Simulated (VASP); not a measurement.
Energy against volume of MgS (rock salt). Level of theory: vdW-DF2, VASP's PBE PAW potentials (set 64) (plane waves; VASP). Numerical set-up: 520 eV cut-off, 9×9×9 Γ-centred mesh, Gaussian smearing of 0.050 eV, potentials Mg S.

```csv
V (Å³/atom),E (eV/atom)
17.388,-2.61312
17.943,-2.62555
18.498,-2.62957
19.052,-2.62635
```

### Question
Fit these four points and predict the energy of the run at 19.607 Å³/atom.

### Answer
A cubic in V^(−2/3), the third-order Birch-Murnaghan form, passes through the four points with V0 = 18.51 Å³/atom and B0 = 69 GPa, and gives -2.6169 eV/atom there. The run gave -2.6169 eV/atom, -0.1 meV/atom from the fit; all five points give B0 = 69 GPa.

The compound is MgS in the rock salt structure. It was relaxed first, which changed the volume by +5 %.
